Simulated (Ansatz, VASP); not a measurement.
# AlVIn (AlVIn in the AlB2 type): VASP beside Ansatz, part 2 of 2

One calculation is typed for both programs; each brings its own data sets. How far apart do they land? The cell is generated by rule, not measured, and may not be a known phase. The cell is taken from a series of runs on this material, whose earlier steps may have relaxed, scaled, displaced or heated it; both programs get it as it stands.

VASP 6.6.1 and Ansatz 0.2.0.

So far: Starting point; VASP: relaxation of cell and atoms, PBE, pair 1; Ansatz: relaxation of cell and atoms, PBE, pair 1; Comparison.

## 5. VASP: relaxation of cell and atoms, PBE, pair 2

Level of this step: PBE, no spin polarisation; plane waves and PAW (V_sv, Al, In_d); invented cell (VASP).

The relaxed volume is the usual yardstick between codes: in a stiff, nearly cubic crystal its relative difference is about their pressure difference at one cell divided by the bulk modulus.

INCAR reads:

```
SYSTEM = AlVIn
PREC = Accurate
ENCUT = 500
EDIFF = 1E-07
NELM = 120
ISMEAR = 0
SIGMA = 0.1
LREAL = .FALSE.
ALGO = Normal
GGA = PE
NBANDS = 20
LASPH = .TRUE.
LORBIT = 11
LWAVE = .FALSE.
LCHARG = .FALSE.
ISIF = 3
IBRION = 2
NSW = 80
EDIFFG = -0.005
GGA_COMPAT = .FALSE.
NELMIN = 4
KPAR = 2
```

POSCAR reads:

```
AlVIn
1.0
    4.6263560000      0.0000000000      0.0000000000
   -2.3131780000      4.0065420000      0.0000000000
    0.0000000000      0.0000000000      2.7865840000
V Al In
1 1 1
Direct
    0.0000000000      0.0000000000      0.0000000000
    0.3333333333      0.6666666667      0.5000000000
    0.6666666667      0.3333333333      0.5000000000
```

KPOINTS reads:

```
Automatic mesh
0
Gamma
9 9 10
0 0 0
```

PAW data sets: V_sv, Al and In_d (PBE family, release 64).

The run is started by

```
$ mpirun -np 2 vasp_std
```

Numbers of over 12 decimals in the logs are rounded to 6 here.

What it wrote:

```text
[... set-up lines as in an earlier step ...]
 entering main loop
       N       E                     dE             d eps       ncg     rms          rms(c)
DAV:   1     0.250430837729E+03    0.25043E+03   -0.13967E+04  2892   0.170E+03
DAV:   2    -0.324519948803E+01   -0.25368E+03   -0.24832E+03  2888   0.446E+02
DAV:   3    -0.164330089629E+02   -0.13188E+02   -0.12687E+02  3484   0.113E+02
DAV:   4    -0.168139454313E+02   -0.38094E+00   -0.37937E+00  3444   0.190E+01
[...]
DAV:  14    -0.145716848730E+02    0.70887E-06   -0.13112E-06  3152   0.118E-02    0.238E-03
DAV:  15    -0.145716846753E+02    0.19770E-06   -0.53550E-08  1816   0.246E-03    0.594E-04
DAV:  16    -0.145716846766E+02   -0.13465E-08   -0.11659E-08  1640   0.131E-03
   1 F= -.14571685E+02 E0= -.14564074E+02  d E =-.145717E+02
[...]
N       E                     dE             d eps       ncg     rms          rms(c)
DAV:   1    -0.145754556346E+02   -0.37710E-02   -0.59856E-02  3268   0.373E+00    0.552E-01
[...]
DAV:   9    -0.145717037173E+02    0.31014E-08   -0.15428E-08  1508   0.159E-03
   2 F= -.14571704E+02 E0= -.14564073E+02  d E =-.190407E-04
 trial-energy change:   -0.000019  1 .order   -0.000024   -0.000136    0.000088
 step:   0.5752(harm=  0.6064)  dis= 0.00000  next Energy=   -14.571723 (dE=-0.381E-04)
[...]
N       E                     dE             d eps       ncg     rms          rms(c)
DAV:   1    -0.145723963878E+02   -0.69267E-03   -0.10781E-02  3272   0.158E+00    0.234E-01
DAV:   2    -0.145727880097E+02   -0.39162E-03   -0.80643E-03  3152   0.872E-01    0.266E-01
DAV:   3    -0.145717353539E+02    0.10527E-02   -0.29679E-03  3168   0.492E-01    0.342E-02
DAV:   4    -0.145717220606E+02    0.13293E-04   -0.13397E-04  3384   0.135E-01    0.174E-02
DAV:   5    -0.145717221205E+02   -0.59933E-07   -0.47131E-06  3880   0.200E-02    0.136E-02
DAV:   6    -0.145717229027E+02   -0.78218E-06   -0.83354E-07  3228   0.656E-03    0.169E-03
DAV:   7    -0.145717231178E+02   -0.21515E-06   -0.71709E-08  1612   0.267E-03    0.953E-04
DAV:   8    -0.145717231995E+02   -0.81647E-07   -0.14478E-08  1476   0.143E-03
   3 F= -.14571723E+02 E0= -.14564101E+02  d E =-.385228E-04
[...]
reached required accuracy - stopping structural energy minimisation
```

OUTCAR, selected parts (step 5):

```text
  Total        0.0033396      0.0033396      0.0014252      0.0000000      0.0000000      0.0000000
  in kB        0.1034390      0.1034390      0.0441440      0.0000000      0.0000000      0.0000000
  external PRESSURE =       0.0836740 kB  Pullay stress =       0.0000000 kB

 POSITION                                       TOTAL-FORCE (eV/Angst)
 -----------------------------------------------------------------------------------
      0.00000      0.00000      0.00000        -0.000000     -0.000000      0.000000
     -0.00000      2.67229      1.39402         0.000000      0.000000      0.000000
      2.31427      1.33614      1.39402         0.000000      0.000000      0.000000
 -----------------------------------------------------------------------------------
    total drift:                                0.000000     -0.000001     -0.000000

  FREE ENERGIE OF THE ION-ELECTRON SYSTEM (eV)
  ---------------------------------------------------
  free  energy   TOTEN  =       -14.5717231995 eV

  energy  without entropy=      -14.5564792710  energy(sigma->0) =      -14.56410124

[... 1 part as in an earlier step ...]

[... 3 further parts left out ...]
[key lines of the parts left out:]
E-fermi :   9.1951
```

## 6. Ansatz: relaxation of cell and atoms, PBE, pair 2

The same cell, functional, mesh and smearing now go to Ansatz, which takes its cutoff from its data sets.

The cell is taken from a series of runs on this material, whose earlier steps may have relaxed, scaled, displaced or heated it; both programs get it as it stands.

input.yaml reads:

```yaml
crystal:
  lattice:
    - [4.6263557486, 0.0, 0.0]
    - [-2.3131778743, 4.0065416052, 0.0]
    - [0.0, 0.0, 2.7865839546]
  atoms:
    - { symbol: V, position: [0.0, 0.0, 0.0] }
    - { symbol: Al, position: [0.3333333333, 0.6666666667, 0.5] }
    - { symbol: In, position: [0.6666666667, 0.3333333333, 0.5] }
kpoints:
  mp_grid: { grid: [9, 9, 10] }
hamiltonian:
  xc: pbe
  pseudopotentials: { kind: paw, azcp: { folder: soft_1 } }
scf:
  occupations: { method: gaussian, width: 0.1 }
output:
  forces: true
  stress: true
  eigenvalues: true
relax:
  adjacent_minimum: "off"
  f_tol: 0.005
  max_steps: 80
  cell: { stress_tol: 0.05 }
```

The run is started by

```
$ ansatz run input.yaml --threads 4 --pin off --max-ram 12288MiB --backend cpu --events-out ev --progress --plain --runs-dir out
```

What it wrote:

```text
[...]
Crystal: 3 atoms, lattice volume = 51.651 Å³
Basis set: ecut = 420 eV, 975 PW (Γ), exchange–correlation on 64×64×40 points (8 copies of the dense FFT grid, shifted against one another)
Bands: 19, of which v1, the nominal top of the filled ones, is band 15 counted from 1 (14 counted from 0)
Symmetry: 12 space group operations
[...]
k-points: 72 of 810 (time reversal used)
[...]
k-point 71: bands = [... 11 lower, 9.6532, 9.9961, 10.9146, 12.5320, 13.2896, 13.5128, 13.6930, 13.9677]
--- Relaxed structure (3 steps of the walk, 3 accepted, 1 SCFs on fresh bases) ---
[...]
cell:  # Å, volume = 51.7236 Å³
    - [4.629291, 0, 0.0]
    - [-2.314645, 4.009083, 0.0]
    - [0.0, 0.0, 2.786948]
  atoms:
    - { symbol: V, position: [0, 0, 0.0] }
    - { symbol: Al, position: [0.333333, 0.666667, 0.5] }
    - { symbol: In, position: [0.666667, 0.333333, 0.5] }
[key lines of the parts left out:]
SCF converged after 8 iterations
Free energy (F): -9047.096279 eV
Fermi energy:    12.369325 eV
P = ⅓ Tr σ = -0.0008 GPa (-0.008 kbar)
```

## 7. Side by side

Both answers:

| quantity | Ansatz | VASP | difference |
| --- | --- | --- | --- |
| volume (Å³) | 51.72 | 51.73 | -0.01 % |
| edge a after relaxation, in the typed setting (Å) | 4.629 | 4.628 | +0.02 % |
| edge c after relaxation, in the typed setting (Å) | 2.787 | 2.788 | -0.04 % |

## 8. VASP: zone-centre phonons, PBE

Second derivatives magnify differences that forces hide, and they need a tight electronic threshold.

INCAR reads:

```
SYSTEM = AlVIn
PREC = Accurate
ENCUT = 500
EDIFF = 1E-08
NELM = 120
ISMEAR = 1
SIGMA = 0.2
LREAL = .FALSE.
ALGO = Normal
GGA = PE
NBANDS = 20
LASPH = .TRUE.
LORBIT = 11
LWAVE = .FALSE.
LCHARG = .FALSE.
ISIF = 2
IBRION = 8
GGA_COMPAT = .FALSE.
KPAR = 2
```

POSCAR reads:

```
AlVIn
1.0
    4.6305049093      0.0000000000      0.0000000000
   -2.3152524547      4.0101348838      0.0000000000
    0.0000000000      0.0000000000      2.7844359175
V Al In
1 1 1
Direct
    0.0000000000      0.0000000000      0.0000000000
    0.3333333333      0.6666666667      0.5000000000
    0.6666666667      0.3333333333      0.5000000000
```

KPOINTS reads:

```
Automatic mesh
0
Gamma
4 4 6
0 0 0
```

The run is started by

```
$ mpirun -np 2 vasp_std
```

What it wrote:

```text
[... set-up lines as in an earlier step ...]
 entering main loop
       N       E                     dE             d eps       ncg     rms          rms(c)
DAV:   1     0.248388863024E+03    0.24839E+03   -0.13920E+04   640   0.171E+03
DAV:   2    -0.379933559901E+01   -0.25219E+03   -0.24756E+03   648   0.439E+02
DAV:   3    -0.164286689925E+02   -0.12629E+02   -0.12151E+02   772   0.111E+02
DAV:   4    -0.168302084030E+02   -0.40154E+00   -0.39775E+00   760   0.193E+01
[...]
DAV:  16    -0.145966526459E+02   -0.25206E-07   -0.47577E-09   400   0.825E-04    0.158E-04
DAV:  17    -0.145966526651E+02   -0.19246E-07   -0.11944E-09   384   0.411E-04    0.646E-05
DAV:  18    -0.145966526615E+02    0.36694E-08   -0.31351E-10   388   0.222E-04
   1 F= -.14596653E+02 E0= -.14594773E+02  d E =-.564028E-02
 Linear response reoptimize wavefunctions to high precision
DAV:   1    -0.145966526611E+02    0.34106E-09   -0.14255E-10   384   0.142E-04
DAV:   2    -0.145966526612E+02   -0.57753E-10   -0.72196E-11   372   0.898E-05
 Linear response DOF=           6
 Linear response progress:
[...]
RMM:  16    -0.242406672901E+00   -0.10727E-07    0.72028E-08  3074   0.110E-04    0.266E-05
RMM:  17    -0.242406658916E+00    0.13985E-07    0.45965E-08  3047   0.940E-05    0.132E-05
RMM:  18    -0.242406656158E+00    0.27574E-08    0.39248E-08  3037   0.836E-05    0.115E-05
 first order change of Fermi-energy   0.13900E-03
 force on displaced ion       3 direction 1 :  -7.939  -0.001   0.000
 Linear response progress:
  Degree of freedom:   6/  6
       N       E                     dE             d eps       ncg     rms          rms(c)
RMM:   1    -0.218340511572E+00   -0.21834E+00   -0.12695E-02   920   0.502E+00
RMM:   2    -0.222820317108E+00   -0.44798E-02   -0.17275E-02  1175   0.821E-01    0.454E-02
RMM:   3    -0.222717640729E+00    0.10268E-03   -0.10797E-03  1230   0.221E-01    0.284E-02
RMM:   4    -0.222521351701E+00    0.19629E-03   -0.11617E-04  1264   0.803E-02    0.780E-03
[...]
RMM:  13    -0.222466510403E+00    0.41085E-07    0.93979E-08  1564   0.175E-04    0.147E-05
RMM:  14    -0.222466538939E+00   -0.28535E-07    0.43646E-08  1339   0.132E-04    0.367E-06
RMM:  15    -0.222466530398E+00    0.85406E-08    0.44688E-08  1408   0.105E-04    0.737E-06
 first order change of Fermi-energy  -0.54917E-04
 force on displaced ion       3 direction 3 :  -0.000   0.000  -1.224
 Linear response finished
```

Parts of OUTCAR (step 8):

```text
  Total        0.0131802      0.0131802      0.0519320     -0.0000000     -0.0000000      0.0000000
  in kB        0.4084215      0.4084215      1.6092416     -0.0000000     -0.0000000      0.0000000
  external PRESSURE =       0.8086949 kB  Pullay stress =       0.0000000 kB

 POSITION                                       TOTAL-FORCE (eV/Angst)
 -----------------------------------------------------------------------------------
      0.00000      0.00000      0.00000         0.000000      0.000000      0.000000
     -0.00000      2.67342      1.39222         0.000000      0.000000      0.000000
      2.31525      1.33671      1.39222        -0.000000      0.000000      0.000000
 -----------------------------------------------------------------------------------
    total drift:                                0.000000     -0.000000     -0.000000

[... 2 further parts left out ...]
```

## 9. Ansatz: zone-centre phonons, PBE

The same cell, functional, mesh and smearing now go to Ansatz, which takes its cutoff from its data sets.

The cell is taken from a series of runs on this material, whose earlier steps may have relaxed, scaled, displaced or heated it; both programs get it as it stands.

input.yaml reads:

```yaml
crystal:
  lattice:
    - [4.6305049093, 0.0, 0.0]
    - [-2.3152524547, 4.0101348838, 0.0]
    - [0.0, 0.0, 2.7844359175]
  atoms:
    - { symbol: V, position: [0.0, 0.0, 0.0] }
    - { symbol: Al, position: [0.3333333333, 0.6666666667, 0.5] }
    - { symbol: In, position: [0.6666666667, 0.3333333333, 0.5] }
kpoints:
  mp_grid: { grid: [4, 4, 6] }
hamiltonian:
  xc: pbe
  pseudopotentials: { kind: paw, azcp: { folder: soft_1 } }
scf:
  occupations: { method: methfessel_paxton, width: 0.2 }
output:
  eigenvalues: true
phonons:
  method: dfpt
  qmesh: [2, 2, 2]
  temperatures: { t_max: 1000, t_step: 50 }
  qpath:
    path:
      - [[0.0, 0.0, 0.0], [0.5, 0.0, 0.0], [0.33333333, 0.33333333, 0.0], [0.0, 0.0, 0.0], [0.0, 0.0, 0.5], [0.5, 0.0, 0.5], [0.33333333, 0.33333333, 0.5], [0.0, 0.0, 0.5]]
      - [[0.5, 0.0, 0.5], [0.5, 0.0, 0.0]]
      - [[0.33333333, 0.33333333, 0.5], [0.33333333, 0.33333333, 0.0]]
    npoints: 10
```

The run is started by

```
$ ansatz run input.yaml --threads 4 --pin off --max-ram 12288MiB --backend cpu --events-out ev --progress --plain --runs-dir out
```

What it wrote:

```text
[...]
Crystal: 3 atoms, lattice volume = 51.704 Å³
Basis set: ecut = 420 eV, 975 PW (Γ), exchange–correlation on 64×64×40 points (8 copies of the dense FFT grid, shifted against one another)
Bands: 19, of which v1, the nominal top of the filled ones, is band 15 counted from 1 (14 counted from 0)
Symmetry: 12 space group operations
k-points: 16 of 96 (time reversal used)
[...]
largest difference from the sums on the solved wave vectors: F 8.79e-2 eV, S 1.27e-4 and C_V 3.88e-5 eV/K
  zero-point energy: 0.092551 eV/cell   skipped modes (ω ≤ 0): 166, of them read as no rigid motion or as one in doubt: 163 (4.251e-1 modes/cell left out, lowest -82.09 cm⁻¹)   left out of the sums: 4.73e-2 of the cell's modes: C_V's classical limit lies that fraction below 3 k_B per atom; for a crystal, a wire or a layer, F and S can be off by more, and a phonons.interpolated_qmesh denser along its periods is the remedy for the sampling
[key lines of the parts left out:]
SCF converged after 10 iterations
Free energy (F): -9047.121238 eV
Fermi energy:    12.328629 eV
```

## 10. Side by side

What differs besides the data sets and the points named for the pairs above, as far as they apply: VASP's run holds the zone centre alone. Total energies have different zeros and are not compared.

The two programs side by side:

| quantity | Ansatz | VASP | difference |
| --- | --- | --- | --- |
| optical mode 1 (cm⁻¹) | 46.7 | 47.1 | -0.5 |
| optical mode 2 to 3 (cm⁻¹) | 148.4 | 148.5 | -0.08 % |
| optical mode 4 (cm⁻¹) | 156.4 | 156.9 | -0.28 % |
| optical mode 5 to 6 (cm⁻¹) | 279.4 | 279.2 | +0.07 % |

Modes are paired by rising frequency, not by their patterns, so a pair may set unlike modes beside each other; they are those without the splitting of longitudinal modes.

## 11. Summary of results

```yaml
difference_in_edge_c_after_relaxation_in_the_typed_setting_relaxation_of_cell_and_atoms_pbe_pair_1: -0.039 %
difference_in_edge_c_after_relaxation_in_the_typed_setting_relaxation_of_cell_and_atoms_pbe_pair_2: -0.039 %
r_m_s_difference_of_the_optical_zone_centre_modes_each_program_s_sorted_by_frequency_zone_centre_phonons_pbe: 0.29 cm⁻¹
```

**Reading.** The difference in edge c after relaxation, in the typed setting is -0.039 % (relaxation of cell and atoms, PBE, pair 1), within the 1.2 % picked in this series as the mark of a large difference, as far as the stopping tolerances let one tell. 1 further run of this series is not shown here. Such differences can come from data sets, numerical settings and the points named under the comparisons, not from the functional's error against experiment.

[Lines on the potential files, build, host, timing and source positions are cut from VASP's logs without a mark.]

[Logs are printed without paths, hosts, clocks, repeated set-up lines and the standing remarks that a program may print on its own settings, such as how far it seeks lower states.]

[Hosts, paths, dates, database ids (printed as entryN), source tags and the programs' standing remarks are cut or masked in the printed files.]
